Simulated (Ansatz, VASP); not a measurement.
**H146C36O37 in two plane-wave programs**

One calculation is typed for both programs; each brings its own data sets. How far apart do they land? The cell is taken from a series of runs on this material, whose earlier steps may have relaxed, scaled, displaced or heated it; both programs get it as it stands.

Main program and level: Ansatz 0.2.0; plane waves, with VASP 6.6.1 beside it; single point at PBE with D3(BJ).

## Step 1: The starting structure

The cell holds 219 atoms: 36 C, 37 O and 146 H. Its edges and angles: a = 13.532 Å, b = 13.532 Å, c = 13.532 Å, α = 90.0°, β = 90.0°, γ = 90.0°.

## Step 2: VASP: single point, PBE with D3(BJ)

With cell and atoms fixed, the geometry can't cause a difference; cores, projectors, grids and the points listed under the comparison can.

Lines of VASP's logs that name or quote its potential files are left out, and so is its time.

INCAR reads:

```
SYSTEM = H146C36O37
PREC = Accurate
ENCUT = 600
EDIFF = 1E-06
NELM = 120
ISMEAR = 0
SIGMA = 0.01
LREAL = Auto
ALGO = Normal
GGA = PE
IVDW = 12
NBANDS = 409
LORBIT = 11
LWAVE = .FALSE.
LCHARG = .FALSE.
ISIF = 2
LASPH = .TRUE.
GGA_COMPAT = .FALSE.
EFERMI = MIDGAP
```

POSCAR reads:

```
H146C36O37
1.0
   13.5324800000      0.0000000000      0.0000000000
    0.0000000000     13.5324800000      0.0000000000
    0.0000000000      0.0000000000     13.5324800000
C O H
36 37 146
Direct
    0.1832400000      0.2479800000      0.6157300000
    0.1055700000      0.1692500000      0.5985800000
    0.0832100000      0.9999100000      0.5553000000
    0.1355000000      0.9123400000      0.5093800000
    0.6829300000      0.1313100000      0.9035000000
    0.7125500000      0.1289400000      0.0117000000
    0.8224600000      0.2688100000      0.0222400000
    0.8388500000      0.3630900000      0.0801400000
    0.5973500000      0.6195700000      0.3638900000
    0.6838400000      0.5822400000      0.4238800000
    0.8222000000      0.6353000000      0.5184300000
    0.8732300000      0.7259500000      0.5597600000
    0.3257300000      0.6925100000      0.2625000000
    0.2647400000      0.6988300000      0.3559400000
    0.1527000000      0.6104400000      0.4565600000
    0.0987800000      0.5128300000      0.4668800000
    0.2446800000      0.4595500000      0.1426000000
    0.1424300000      0.4834400000      0.1024100000
    0.1297700000      0.3607200000      0.9745900000
    0.0974700000      0.3495300000      0.8680500000
    0.0184600000      0.8743400000      0.0947900000
    0.0301100000      0.8078500000      0.1839500000
    0.9672700000      0.6594200000      0.2559600000
    0.8978800000      0.5743600000      0.2348300000
    0.1453300000      0.2414800000      0.3134100000
    0.0725600000      0.1669700000      0.2724300000
    0.9316200000      0.0713700000      0.3215500000
    0.8704600000      0.0792000000      0.2276900000
    0.3741200000      0.4139500000      0.4359800000
    0.4378300000      0.3225600000      0.4231700000
[... 183 atom lines left out ...]
    0.6299900000      0.2488000000      0.2676100000
    0.6593000000      0.2600100000      0.1534200000
    0.3596000000      0.0500700000      0.6060400000
    0.2664400000      0.0395800000      0.6680600000
    0.2830000000      0.9772800000      0.2528600000
    0.2377100000      0.9300000000      0.1598700000
```

KPOINTS reads:

```
Automatic mesh
0
Gamma
1 1 1
0 0 0
```

PAW data sets: C, O and H (PBE family, release 64).

On the command line:

```
export OMP_NUM_THREADS=3
mpirun -np 1 vasp_gam
```

Numbers of over 12 decimals in the logs are rounded to 6 here.

The log of the run:

```text
[banner, memory and clock lines left out]
running    1 mpi-ranks, on    1 nodes
[...]
Offloading initialized ...    1 GPUs detected
[...]
LDA part: xc-table for (Slater+PW92), standard interpolation
 POSCAR, INCAR and KPOINTS ok, starting setup
[...]
entering main loop
       N       E                     dE             d eps       ncg     rms          rms(c)
DAV:   1     0.402609308567E+04    0.40261E+04   -0.27623E+05   842   0.126E+03
DAV:   2    -0.699883373575E+03   -0.47260E+04   -0.44546E+04  1035   0.284E+02
DAV:   3    -0.122842941246E+04   -0.52855E+03   -0.52451E+03  1036   0.969E+01
DAV:   4    -0.124064498465E+04   -0.12216E+02   -0.12173E+02  1036   0.165E+01
[...]
DAV:  18    -0.113121473880E+04    0.93291E-05   -0.72137E-05   924   0.168E-02    0.147E-02
DAV:  19    -0.113121473329E+04    0.55035E-05   -0.14386E-05  1092   0.978E-03    0.496E-03
DAV:  20    -0.113121473303E+04    0.26302E-06   -0.82697E-06   940   0.578E-03
   1 F= -.11390418E+04 E0= -.11390418E+04  d E =0.000000E+00
```

Parts of OUTCAR (step 2):

```text
  FREE ENERGIE OF THE ION-ELECTRON SYSTEM (eV)
  ---------------------------------------------------
  free  energy   TOTEN  =     -1139.0418476444 eV

  energy  without entropy=    -1139.0418476444  energy(sigma->0) =    -1139.04184764
```

The run ends at a pressure of -0.35 GPa, with forces up to 0.12 eV/Å.

## Step 3: Ansatz: single point, PBE with D3(BJ)

Ansatz runs on its default PAW (the set named soft_2) files.

The same cell, functional and mesh now go to Ansatz, which takes its cutoff from its data sets.

input.yaml reads:

```yaml
crystal:
  lattice:
    - [13.53248, 0.0, 0.0]
    - [0.0, 13.53248, 0.0]
    - [0.0, 0.0, 13.53248]
  atoms:
    - { symbol: C, position: [0.18324, 0.24798, 0.61573] }
    - { symbol: C, position: [0.10557, 0.16925, 0.59858] }
    - { symbol: O, position: [0.15328, 0.07789, 0.57274] }
    - { symbol: C, position: [0.08321, 0.99991, 0.5553] }
    - { symbol: C, position: [0.1355, 0.91234, 0.50938] }
    - { symbol: H, position: [0.22906, 0.25833, 0.54964] }
    - { symbol: H, position: [0.23197, 0.22885, 0.6777] }
    - { symbol: H, position: [0.14704, 0.31853, 0.63276] }
    - { symbol: H, position: [0.0606, 0.15764, 0.66582] }
    - { symbol: H, position: [0.0552, 0.19035, 0.538] }
    - { symbol: H, position: [0.04842, 0.97951, 0.62635] }
    - { symbol: H, position: [0.02494, 0.02806, 0.50577] }
    - { symbol: H, position: [0.16583, 0.9308, 0.43641] }
    - { symbol: H, position: [0.19549, 0.88526, 0.55679] }
    - { symbol: H, position: [0.08262, 0.85155, 0.49965] }
    - { symbol: C, position: [0.68293, 0.13131, 0.9035] }
    - { symbol: C, position: [0.71255, 0.12894, 0.0117] }
    - { symbol: O, position: [0.73131, 0.22522, 0.05303] }
    - { symbol: C, position: [0.82246, 0.26881, 0.02224] }
    - { symbol: C, position: [0.83885, 0.36309, 0.08014] }
    - { symbol: H, position: [0.74247, 0.15957, 0.85611] }
    - { symbol: H, position: [0.61665, 0.17666, 0.89242] }
    - { symbol: H, position: [0.66542, 0.0557, 0.87976] }
    - { symbol: H, position: [0.65249, 0.09801, 0.05659] }
    - { symbol: H, position: [0.77833, 0.08213, 0.02324] }
    - { symbol: H, position: [0.88313, 0.21562, 0.03543] }
    - { symbol: H, position: [0.82014, 0.28405, 0.94212] }
    - { symbol: H, position: [0.84446, 0.34859, 0.15984] }
    - { symbol: H, position: [0.90759, 0.39861, 0.05552] }
    - { symbol: H, position: [0.77803, 0.41542, 0.06777] }
[... 183 atom lines left out ...]
    - { symbol: O, position: [0.33829, 0.03314, 0.67446] }
    - { symbol: H, position: [0.3596, 0.05007, 0.60604] }
    - { symbol: H, position: [0.26644, 0.03958, 0.66806] }
    - { symbol: O, position: [0.22107, 0.94839, 0.22811] }
    - { symbol: H, position: [0.283, 0.97728, 0.25286] }
    - { symbol: H, position: [0.23771, 0.93, 0.15987] }
kpoints:
  mp_grid: { grid: [1, 1, 1] }
hamiltonian:
  xc: pbe
  dispersion: d3bj
scf:
  occupations: { method: fixed }
output:
  forces: true
  stress: true
  populations: true
  dos:
    method: { smearing: { sigma: 0.08 } }
    de: 0.1
    projected: { site_lists: { C: [C], H: [H], O: [O] } }
  eigenvalues: true
  write_density: true
  write_potential: true
  volumetric_format: npy
```

On the command line:

```
ansatz run input.yaml --threads 4 --pin off --max-ram 8192MiB --backend cpu --events-out ev --progress --plain --runs-dir out
```

The log of the run:

```text
Engine: ansatz 0.2.0, x86_64-unknown-linux-gnu
Pseudopotentials: kind: paw
Pseudopotential: C, paw, valence charge 4, recommended cutoff 420 eV (normal), C.paw.azcp
Pseudopotential: O, paw, valence charge 6, recommended cutoff 420 eV (normal), O.paw.azcp
Pseudopotential: H, paw, valence charge 1, recommended cutoff 420 eV (normal), H.paw.azcp
Functional definition: PBE
  parameter kappa = 0.804
  parameter beta = 0.066725
  exchange = pbe_x(kappa = kappa, mu = beta*pi^2/3)
  correlation = pbe_c(beta = beta)
Crystal: 219 atoms, lattice volume = 2478.176 Å³
Basis set: ecut = 420 eV, 48489 PW (Γ), exchange–correlation on 192×192×192 points (8 copies of the dense FFT grid, shifted against one another)
Bands: 475, of which v1, the nominal top of the filled ones, is band 256 counted from 1 (255 counted from 0)
Symmetry: 1 space group operations
Space group: P1 (ITA 1), of the structure as read, at distance tolerance 1.4e-4 Å
k-points: 1
Non-local potential: C, projectors of the file, l = 0: 2, l = 1: 2, l = 2: 1
Non-local potential: O, projectors of the file, l = 0: 2, l = 1: 2, l = 2: 1
Non-local potential: H, projectors of the file, l = 0: 2, l = 1: 1
PAW form: soft (Blöchl's): semilocal exchange-correlation on the pseudo side does not see the compensation charge
PAW one-centre angular grid: C, 110 points (default); XC on 64 Gauss nodes
PAW one-centre angular grid: O, 110 points (default); XC on 64 Gauss nodes
PAW one-centre angular grid: H, 110 points (default); XC on 64 Gauss nodes
Initial density: superposition of atomic densities (neutral atoms: chi_scale 0, normalization atom), corrected by the library's trained network
Initial wavefunctions: pseudopotential atomic-orbital guess
Functional: x = pbe(κ = 0.804, μ = 0.219515), c = pbe(β = 0.066725)
SCF iter   1: F=—  HF=-32383.609571 eV  |F-HF|=—  |Δ(HF+E_count)|=         —  Δρ=3.35e-3  dr2=4.59e-1  ethr=1.77e-3  ⟨swp⟩=5.0  Hψ=1632  notcnv=0  defer=215
preconditioner: auto → Resta (q_TF=auto, 2.098 Å⁻¹)  ε∞=2.0  [insulator: Δε(μ)=4.557 eV  Ē_g=16.533 eV  n_scr=388 (ndim 8)  ℏωp=16.9 eV  f_vac=0.320  ε∞_Penn≈2.0]
SCF iter   2: F=—  HF=-32383.513935 eV  |F-HF|=—  |Δ(HF+E_count)|=   9.56e-2  Δρ=1.67e-3  dr2=1.07e-1  ethr=8.97e-5  ⟨swp⟩=3.0  Hψ=805  notcnv=0  defer=217
SCF iter   3: F=—  HF=-32383.505094 eV  |F-HF|=—  |Δ(HF+E_count)|=   8.84e-3  Δρ=9.09e-4  dr2=2.55e-2  ethr=2.10e-5  ⟨swp⟩=3.0  Hψ=523  notcnv=0  defer=217
SCF iter   4: F=—  HF=-32383.504127 eV  |F-HF|=—  |Δ(HF+E_count)|=   9.67e-4  Δρ=3.64e-4  dr2=3.90e-3  ethr=4.98e-6  ⟨swp⟩=3.0  Hψ=523  notcnv=0  defer=217
SCF iter   5: F=—  HF=-32383.504173 eV  |F-HF|=—  |Δ(HF+E_count)|=   4.61e-5  Δρ=1.09e-4  dr2=4.06e-4  ethr=7.61e-7  ⟨swp⟩=2.0  Hψ=805  notcnv=0  defer=217
SCF iter   6: F=—  HF=-32383.504141 eV  |F-HF|=—  |Δ(HF+E_count)|=   3.24e-5  Δρ=6.25e-5  dr2=8.05e-5  ethr=7.94e-8  ⟨swp⟩=2.0  Hψ=520  notcnv=0  defer=217
SCF iter   7: F=—  HF=-32383.504571 eV  |F-HF|=—  |Δ(HF+E_count)|=   4.30e-4  Δρ=1.74e-5  dr2=8.09e-6  ethr=1.57e-8  ⟨swp⟩=2.0  Hψ=520  notcnv=0  defer=217
SCF iter   8: F=—  HF=-32383.504573 eV  |F-HF|=—  |Δ(HF+E_count)|=   2.22e-6  Δρ=5.56e-6  dr2=9.87e-7  ethr=1.58e-9  ⟨swp⟩=2.0  Hψ=520  notcnv=0  defer=217
SCF iter   9: F=—  HF=-32383.504574 eV  |F-HF|=—  |Δ(HF+E_count)|=   8.87e-7  Δρ=3.40e-6  dr2=2.56e-7  ethr=1.93e-10  ⟨swp⟩=2.0  Hψ=518  notcnv=0  defer=217
SCF iter  10: F=-32383.504574 eV  HF=-32383.504574 eV  |F-HF|=3.64e-8  |Δ(HF+E_count)|=   9.98e-8  Δρ=8.43e-7  dr2=2.24e-8  ethr=1.95e-11  ⟨swp⟩=23.0  Hψ=4796  notcnv=0
SCF 1 converged in 10 iterations: F = -32383.504574 eV  dr2 = 2.24e-8
  greatest PAW one-centre occupation: 0.866 electrons in one spin orbital (limit 2), on the O atom at site 183 (counted from 0), in its partial waves of l = 0
[...]
--- Löwdin populations: 219 sites ---
  site symbol       q [e]
     0      C      4.4539
     1      C      4.0536
     2      O      6.3400
     3      C      4.0480
     4      C      4.4564
     5      H      0.8135
     6      H      0.8049
     7      H      0.7997
     8      H      0.8307
     9      H      0.8158
    10      H      0.8274
    11      H      0.8282
    12      H      0.7998
    13      H      0.8017
    14      H      0.8076
    15      C      4.4740
    16      C      4.0496
    17      O      6.3329
    18      C      4.0422
    19      C      4.4612
    20      H      0.8212
    21      H      0.8024
    22      H      0.7842
    23      H      0.7980
[...]
211      H      0.6142
   212      H      0.6135
   213      O      6.6688
   214      H      0.6094
   215      H      0.6044
   216      O      6.7591
   217      H      0.6197
   218      H      0.6180
  spilling = 0.012725 (of n_electrons = 512.000000)
```

## Step 4: Differences

Known differences besides the potentials themselves: fixed occupations in Ansatz, narrow Gaussian smearing in VASP; the cutoff is 420 eV in Ansatz and 600 eV in VASP (PREC = Accurate, projectors in real space). Total energies have different zeros and are not compared.

The two programs side by side:

```
              quantity  Ansatz   VASP  difference
        pressure (GPa)   -0.33  -0.35       +0.02
gap on the k mesh (eV)   4.259  4.250      +0.009
```

Forces on 8 of the 219 atoms, those with the largest forces and the largest differences (eV/Å; atoms numbered as in POSCAR):

```
atom         Ansatz x, y, z            VASP x, y, z
 C14    0.003, 0.004, 0.003    0.072, 0.098, -0.026
 C15  0.003, -0.005, -0.004   -0.069, -0.022, 0.098
 C18    0.002, 0.003, 0.004     0.006, 0.049, 0.113
 C23   0.003, -0.005, 0.001    0.003, -0.093, 0.079
 O39  -0.001, -0.005, 0.000   -0.040, 0.110, -0.018
 O40   -0.004, 0.001, 0.004   0.001, -0.092, -0.080
H186   -0.002, 0.002, 0.001    -0.116, 0.023, 0.039
H205  0.000, -0.006, -0.018  -0.038, -0.048, -0.109
```

The forces differ by 41 meV/Å r.m.s., where the r.m.s. force is 0.003 eV/Å in Ansatz and 0.041 eV/Å in VASP: the atoms lie near their places of rest in Ansatz, so a percentage would say little (all taken over all components). A gap on the mesh is an upper bound, since the band edges may lie between its points.

## Step 5: What came out

| Item | Value |
| --- | --- |
| r.m.s. force difference (single point, PBE with D3(BJ)) | 41 meV/Å |

**Reading.** The r.m.s. force difference is 41 meV/Å (single point, PBE with D3(BJ)), beyond the 12 meV/Å picked in this series as the mark of a large difference. What causes the difference of the single point, PBE with D3(BJ) pair stays open here. How closely two codes agree says nothing of how well the functional describes the real material.

[Lines on the potential files, build, host, timing and source positions are cut from VASP's logs without a mark.]

[Logs are printed without paths, hosts, clocks, repeated set-up lines and the standing remarks that a program may print on its own settings, such as how far it seeks lower states.]

[Hosts, paths, dates, database ids (printed as entryN), source tags and the programs' standing remarks are cut or masked in the printed files.]
